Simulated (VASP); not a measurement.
# Band gap of MoS2 at several levels of theory, part 3 of 3

Aim: the gap of MoS2 on one structure at many levels of theory. The starting structure is a measured crystal structure from the Crystallography Open Database. Cell and atoms stay as given. Meshes and data sets differ where the inputs say so.

VASP 6.6.1.

Results so far: LDA 0.825 eV; PBE 0.901 eV; r2SCAN 1.008 eV; TB-mBJ 1.146 eV; LDA+U (Mo d 4.38 eV) 0.859 eV; r2SCAN+U (Mo d 2.2 eV) 1.028 eV; LDA + spin-orbit coupling 0.817 eV.

The database entry behind the starting cell differs from later determinations by our own check (about 0.3 % long), so it need not match the best structure at ambient conditions.

**9. Bands with r2SCAN + spin-orbit coupling**

Level of this step: r2SCAN, spin-orbit coupling; plane waves and PAW (Mo_sv, S) (VASP).

This run uses a 6×6×2 mesh.

INCAR reads:

```
SYSTEM = MoS2
PREC = Accurate
ENCUT = 350
EDIFF = 1E-06
NELM = 100
ISMEAR = 0
SIGMA = 0.03
LREAL = .FALSE.
ALGO = Normal
METAGGA = R2SCAN
LASPH = .TRUE.
LNONCOLLINEAR = .TRUE.
MAGMOM = 0 0 0 0 0 0 0 0 0 0 0 0 0 0 0 0 0 0
NBANDS = 64
GGA_COMPAT = .FALSE.
LSORBIT = .TRUE.
LMAXMIX = 4
LORBIT = 11
LWAVE = .FALSE.
LCHARG = .FALSE.
KPAR = 4
```

POSCAR reads:

```
MoS2
1.0
    3.1690000000      0.0000000000      0.0000000000
   -1.5845000000      2.7444345046      0.0000000000
    0.0000000000      0.0000000000     12.3240000000
Mo S
2 4
Direct
    0.6666666667      0.3333333333      0.7500000000
    0.3333333333      0.6666666667      0.2500000000
    0.6666666667      0.3333333333      0.3770000000
    0.3333333333      0.6666666667      0.8770000000
    0.6666666667      0.3333333333      0.1230000000
    0.3333333333      0.6666666667      0.6230000000
```

KPOINTS reads:

```
Automatic mesh
0
Gamma
6 6 2
0 0 0
```

KPOINTS_OPT reads:

```
Line mode
8
Line-mode
Reciprocal
  0.00000000   0.00000000   0.00000000 GAMMA
  0.50000000   0.00000000   0.00000000 M

  0.50000000   0.00000000   0.00000000 M
  0.33333333   0.33333333   0.00000000 K

  0.33333333   0.33333333   0.00000000 K
  0.00000000   0.00000000   0.00000000 GAMMA

  0.00000000   0.00000000   0.00000000 GAMMA
  0.00000000   0.00000000   0.50000000 A

  0.00000000   0.00000000   0.50000000 A
  0.50000000   0.00000000   0.50000000 L

  0.50000000   0.00000000   0.50000000 L
  0.33333333   0.33333333   0.50000000 H

  0.33333333   0.33333333   0.50000000 H
  0.00000000   0.00000000   0.50000000 A

  0.50000000   0.00000000   0.50000000 L
  0.50000000   0.00000000   0.00000000 M

  0.33333333   0.33333333   0.00000000 K
  0.33333333   0.33333333   0.50000000 H
```

Potentials, in the order of the species: Mo_sv and S (PBE family, release 64).

Launch:

```bash
mpirun -np 4 vasp_ncl
```

Output:

```text
[... set-up lines as in an earlier step ...]
 entering main loop
       N       E                     dE             d eps       ncg     rms          rms(c)
DAV:   1     0.320946724911E+03    0.32095E+03   -0.24715E+04  2096   0.117E+03
DAV:   2    -0.858278410677E+02   -0.40677E+03   -0.39338E+03  2192   0.350E+02
DAV:   3    -0.108895215302E+03   -0.23067E+02   -0.22737E+02  2200   0.745E+01
DAV:   4    -0.109541675080E+03   -0.64646E+00   -0.64304E+00  2328   0.117E+01
[...]
DAV:  14    -0.902330452884E+02   -0.11554E-04   -0.18435E-05  2048   0.284E-02    0.131E-02
DAV:  15    -0.902330439299E+02    0.13585E-05   -0.17704E-06  1720   0.744E-03    0.716E-03
DAV:  16    -0.902330434139E+02    0.51607E-06   -0.21528E-07  1200   0.291E-03
   1 F= -.90233043E+02 E0= -.90233043E+02  d E =-.116114E-20  mag=     0.0000    -0.0000    -0.0000
 Start KPOINTS_OPT (optional k-point list driver)
k-point batch [1-14\72]
       N       E                     dE             ncg
DAV:   1    -0.124657957223E+04   -0.16933E+05     2128
DAV:   2    -0.703365473803E+04   -0.57871E+04     2184
DAV:   3    -0.736537491537E+04   -0.33172E+03     2152
DAV:   4    -0.737641363791E+04   -0.11039E+02     2336
DAV:   5    -0.737670216986E+04   -0.28853E+00     2192
DAV:   6    -0.737671158650E+04   -0.94166E-02     2408
DAV:   7    -0.737671184178E+04   -0.25527E-03     2080
DAV:   8    -0.737671185308E+04   -0.11301E-04     1992
DAV:   9    -0.737671185361E+04   -0.53709E-06     1536
[...]
k-point batch [71-72\72]
       N       E                     dE             ncg
DAV:   1     0.200242287491E+05   -0.38562E+04      320
DAV:   2     0.192608190605E+05   -0.76341E+03      312
DAV:   3     0.192224000412E+05   -0.38419E+02      320
DAV:   4     0.192215274689E+05   -0.87257E+00      304
DAV:   5     0.192215023179E+05   -0.25151E-01      280
DAV:   6     0.192215010402E+05   -0.12776E-02      328
DAV:   7     0.192215010126E+05   -0.27630E-04      288
DAV:   8     0.192215010114E+05   -0.12276E-05      256
DAV:   9     0.192215010113E+05   -0.78668E-07      208
```

The job ended after 5.3 min (4 MPI ranks of Intel Xeon 6975P-C (Granite Rapids), shared host; peak memory 1.7 GiB).

Parts of OUTCAR (step 9):

```text
  Total        0.5755529      0.5755529     -0.2369855      0.0000000     -0.0000000      0.0000000
  in kB        8.6033781      8.6033781     -3.5424653      0.0000000     -0.0000000      0.0000000
  external PRESSURE =       4.5547636 kB  Pullay stress =       0.0000000 kB

 POSITION                                       TOTAL-FORCE (eV/Angst)
 -----------------------------------------------------------------------------------
      1.58450      0.91481      9.24300         0.000000      0.000000      0.000000
     -0.00000      1.82962      3.08100        -0.000000      0.000000      0.000000
      1.58450      0.91481      4.64615         0.000000      0.000000     -0.229578
     -0.00000      1.82962     10.80815         0.000000     -0.000000     -0.229578
      1.58450      0.91481      1.51585         0.000000      0.000000      0.229578
     -0.00000      1.82962      7.67785         0.000000     -0.000000      0.229578
 -----------------------------------------------------------------------------------
    total drift:                                0.000000     -0.000000      0.000000

  FREE ENERGIE OF THE ION-ELECTRON SYSTEM (eV)
  ---------------------------------------------------
  free  energy   TOTEN  =       -90.2330434139 eV

  energy  without entropy=      -90.2330434139  energy(sigma->0) =      -90.23304341

 magnetization (x)
# of ion       s       p       d       tot
------------------------------------------
    1       -0.000   0.000   0.000   0.000
    2        0.000  -0.000   0.000   0.000
    3        0.000   0.000   0.000   0.000
    4       -0.000   0.000   0.000  -0.000
    5       -0.000  -0.000   0.000  -0.000
    6        0.000   0.000   0.000   0.000
--------------------------------------------------
tot         -0.000  -0.000   0.000  -0.000

 magnetization (y)
# of ion       s       p       d       tot
------------------------------------------
    1       -0.000  -0.000  -0.000  -0.000
    2        0.000   0.000   0.000   0.000
    3        0.000  -0.000   0.000  -0.000
    4        0.000   0.000   0.000   0.000
    5        0.000  -0.000   0.000  -0.000
    6        0.000   0.000   0.000   0.000
--------------------------------------------------
tot         -0.000  -0.000   0.000  -0.000

[... 3 parts as in an earlier step ...]

[... 1 further part left out ...]
[key lines of the parts left out:]
E-fermi :   7.5757
```

r2SCAN + spin-orbit coupling gives a least gap of 0.997 eV, and a least direct gap of 1.735 eV. The least gap is -0.012 eV from that of r2SCAN, on another mesh, which alone can move a gap by some hundredths of an eV.

**10. Bands with TB-mBJ + spin-orbit coupling**

This run uses a 6×6×2 mesh.

INCAR, as its differences from that of step 9:

```diff
@@ -4,3 +4,3 @@
 EDIFF = 1E-06
-NELM = 100
+NELM = 150
 ISMEAR = 0
@@ -9,3 +9,3 @@
 ALGO = Normal
-METAGGA = R2SCAN
+METAGGA = MBJ
 LASPH = .TRUE.
```

POSCAR is that of step 9.

KPOINTS is that of step 9.

KPOINTS_OPT is that of step 9.

Launch:

```bash
mpirun -np 4 vasp_ncl
```

Output:

```text
[... set-up lines as in an earlier step ...]
 entering main loop
       N       E                     dE             d eps       ncg     rms          rms(c)
DAV:   1     0.904904261892E+03    0.90490E+03   -0.24412E+04  2128   0.114E+03
DAV:   2     0.514175391117E+03   -0.39073E+03   -0.37702E+03  2176   0.339E+02
DAV:   3     0.492418242092E+03   -0.21757E+02   -0.21406E+02  2184   0.702E+01
DAV:   4     0.491787446769E+03   -0.63080E+00   -0.62576E+00  2328   0.110E+01
[...]
DAV:  56     0.499173574429E+03   -0.10163E-04   -0.70902E-09   968   0.466E-04    0.560E-04
DAV:  57     0.499173573256E+03   -0.11730E-05   -0.19753E-09   968   0.230E-04    0.622E-04
DAV:  58     0.499173573570E+03    0.31434E-06   -0.45778E-10   960   0.108E-04
   1 F= 0.49917357E+03 E0= 0.49917357E+03  d E =-.335184E-46  mag=    -0.0000    -0.0000     0.0000
 Start KPOINTS_OPT (optional k-point list driver)
k-point batch [1-14\72]
       N       E                     dE             ncg
DAV:   1    -0.970112550571E+03   -0.16656E+05     2136
DAV:   2    -0.659788920238E+04   -0.56278E+04     2192
DAV:   3    -0.691010619953E+04   -0.31222E+03     2144
DAV:   4    -0.692000717782E+04   -0.99010E+01     2336
DAV:   5    -0.692027538722E+04   -0.26821E+00     2224
DAV:   6    -0.692028372000E+04   -0.83328E-02     2424
DAV:   7    -0.692028390120E+04   -0.18120E-03     2080
DAV:   8    -0.692028390885E+04   -0.76481E-05     1928
DAV:   9    -0.692028390925E+04   -0.40259E-06     1480
[...]
k-point batch [71-72\72]
       N       E                     dE             ncg
DAV:   1     0.200638905683E+05   -0.38165E+04      320
DAV:   2     0.193240180725E+05   -0.73987E+03      312
DAV:   3     0.192883410222E+05   -0.35677E+02      320
DAV:   4     0.192875324820E+05   -0.80854E+00      304
DAV:   5     0.192875057093E+05   -0.26773E-01      296
DAV:   6     0.192875043843E+05   -0.13250E-02      344
DAV:   7     0.192875043734E+05   -0.10949E-04      280
DAV:   8     0.192875043729E+05   -0.44287E-06      256
```

Wall time 3.1 min (4 MPI ranks); peak memory 1.7 GiB; 13 min of CPU time.

From OUTCAR (step 10):

```text
  Total      -65.0343546    -65.0343546    -72.9910784      0.0000000      0.0000000      0.0000000
  in kB     -972.1350852   -972.1350852  -1091.0723821      0.0000000      0.0000000      0.0000000
  external PRESSURE =   -1011.7808508 kB  Pullay stress =       0.0000000 kB

 POSITION                                       TOTAL-FORCE (eV/Angst)
 -----------------------------------------------------------------------------------
      1.58450      0.91481      9.24300        -0.000000      0.000000      0.000000
     -0.00000      1.82962      3.08100         0.000000     -0.000000      0.000000
      1.58450      0.91481      4.64615        -0.000000     -0.000000     -1.060331
     -0.00000      1.82962     10.80815        -0.000000      0.000000     -1.060331
      1.58450      0.91481      1.51585        -0.000000     -0.000000      1.060331
     -0.00000      1.82962      7.67785        -0.000000      0.000000      1.060331
 -----------------------------------------------------------------------------------
    total drift:                                0.000000     -0.000000      0.000000

  FREE ENERGIE OF THE ION-ELECTRON SYSTEM (eV)
  ---------------------------------------------------
  free  energy   TOTEN  =       499.1735735701 eV

  energy  without entropy=      499.1735735701  energy(sigma->0) =      499.17357357

 magnetization (x)
# of ion       s       p       d       tot
------------------------------------------
    1       -0.000   0.000  -0.000  -0.000
    2        0.000   0.000  -0.000  -0.000
    3        0.000   0.000   0.000   0.000
    4       -0.000  -0.000   0.000  -0.000
    5       -0.000  -0.000   0.000  -0.000
    6        0.000   0.000   0.000   0.000
--------------------------------------------------
tot         -0.000   0.000  -0.000  -0.000

 magnetization (y)
# of ion       s       p       d       tot
------------------------------------------
    1        0.000   0.000   0.000   0.000
    2        0.000   0.000   0.000   0.000
    3       -0.000   0.000   0.000  -0.000
    4        0.000   0.000   0.000   0.000
    5        0.000   0.000   0.000   0.000
    6        0.000   0.000   0.000   0.000
--------------------------------------------------
tot          0.000   0.000   0.000   0.000

[... 3 parts as in an earlier step ...]

[... 1 further part left out ...]
[key lines of the parts left out:]
E-fermi :   7.6868
```

TB-mBJ + spin-orbit coupling gives a least gap of 1.136 eV, and a least direct gap of 1.623 eV. The least gap is -0.009 eV from that of TB-mBJ, on another mesh, which alone can move a gap by some hundredths of an eV.

**11. Comparison**

```csv
level,gap (eV),least direct gap (eV),mesh,core minutes
LDA,0.825,1.655,8×8×2,1.08
PBE,0.901,1.659,8×8×2,1.47
r2SCAN,1.008,1.77,8×8×2,4.2
TB-mBJ,1.146,1.668,8×8×2,5.47
LDA+U (Mo d 4.38 eV),0.859,1.557,8×8×2,1.07
r2SCAN+U (Mo d 2.2 eV),1.028,1.717,8×8×2,4.73
LDA + spin-orbit coupling,0.817,1.621,6×6×2,5.27
r2SCAN + spin-orbit coupling,0.997,1.735,6×6×2,21.1
TB-mBJ + spin-orbit coupling,1.136,1.623,6×6×2,12.6
```

Core minutes are wall time times ranks of the run shown, on a shared host.

**12. Summary of results**

```
gap, LDA                          : 0.825 eV
gap, PBE                          : 0.901 eV
gap, r2SCAN                       : 1.008 eV
gap, TB-mBJ                       : 1.146 eV
gap, LDA+U (Mo d 4.38 eV)         : 0.859 eV
gap, r2SCAN+U (Mo d 2.2 eV)       : 1.028 eV
gap, LDA + spin-orbit coupling    : 0.817 eV
gap, r2SCAN + spin-orbit coupling : 0.997 eV
gap, TB-mBJ + spin-orbit coupling : 1.136 eV
```

What this shows: Without spin-orbit coupling the gap of MoS2 runs from 0.825 eV (LDA) to 1.146 eV (TB-mBJ). Spin-orbit coupling changes the LDA gap by -0.008 eV, on another mesh, which alone can move a gap by some hundredths of an eV (LASPH differs too). Spin-orbit coupling changes the r2SCAN gap by -0.012 eV, on another mesh, which alone can move a gap by some hundredths of an eV. Spin-orbit coupling changes the TB-mBJ gap by -0.009 eV, on another mesh, which alone can move a gap by some hundredths of an eV. LASPH is on in some of these runs and off in others, which adds a little to the differences. With LDA the atoms feel forces of up to 0.5 eV/Å on this structure, so their positions aren't those of that level, which can move the gap. These are gaps between Kohn-Sham or generalised Kohn-Sham levels of a static lattice, without excitons or temperature. Further runs on this material are not shown.

[Lines on the potential files, build, host, timing and source positions are cut from VASP's logs without a mark.]

[Logs are printed without paths, hosts, clocks, repeated set-up lines and the standing remarks that a program may print on its own settings, such as how far it seeks lower states.]

[Hosts, paths, dates, database ids (printed as entryN), source tags and the programs' standing remarks are cut or masked in the printed files.]
